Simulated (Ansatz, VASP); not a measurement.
## ZnAg in VASP and in Ansatz

The input INCAR:

```
ALGO = Fast
EDIFF = 1E-6
ENCUT = 520
ISIF = 2
ISMEAR = 0
LASPH = True
LCHARG = False
LREAL = False
LWAVE = False
NBANDS = 18
NELM = 100
PREC = Accurate
SIGMA = 0.15
```

KPOINTS

```
k-points
0
Gamma
  16 16 16
```

File POSCAR:

```
ZnAg
1.0
    3.1560000000      0.0000000000      0.0000000000
    0.0000000000      3.1560000000      0.0000000000
    0.0000000000      0.0000000000      3.1560000000
Zn Ag
1 1
Direct
    0.5000000000      0.5000000000      0.5000000000
    0.0000000000      0.0000000000      0.0000000000
```

Input for Ansatz:

```yaml
crystal:
  lattice:
    - [3.156, 0.0, 0.0]
    - [0.0, 3.156, 0.0]
    - [0.0, 0.0, 3.156]
  atoms:
    - { symbol: Zn, position: [0.5, 0.5, 0.5] }
    - { symbol: Ag, position: [0.0, 0.0, 0.0] }
basis:
  ecutwfc: 420
kpoints:
  mp_grid: { grid: [16, 16, 16] }
hamiltonian:
  xc: lda
scf:
  occupations: { method: gaussian, width: 0.15 }
output:
  forces: true
  stress: true
  eigenvalues: true
```

Alike in both runs: task single point; functional LDA; k mesh 16 × 16 × 16; occupations gaussian, width 0.15 eV; no spin polarisation.

|  | VASP | Ansatz |
| --- | --- | --- |
| version | VASP 6.6.1 | Ansatz 0.2.0 |
| potentials or method | VASP PAW LDA potentials, release 64 (Zn, Ag) | scalar-relativistic, plane waves, PAW |
| plane-wave cutoff (eV) | 520 | 420 |
| valence electrons in the cell | 23 | 31 |

|  | VASP | Ansatz | Ansatz less VASP |
| --- | --- | --- | --- |
| gap on the k mesh at the Fermi level (eV) | none | none | - |
| pressure (GPa) | -7.7 | -8.2 | -0.52 |

A gap of «none» marks a metal or a gap that the smearing closes. The two sets of potentials don't hold the same shells in valence.
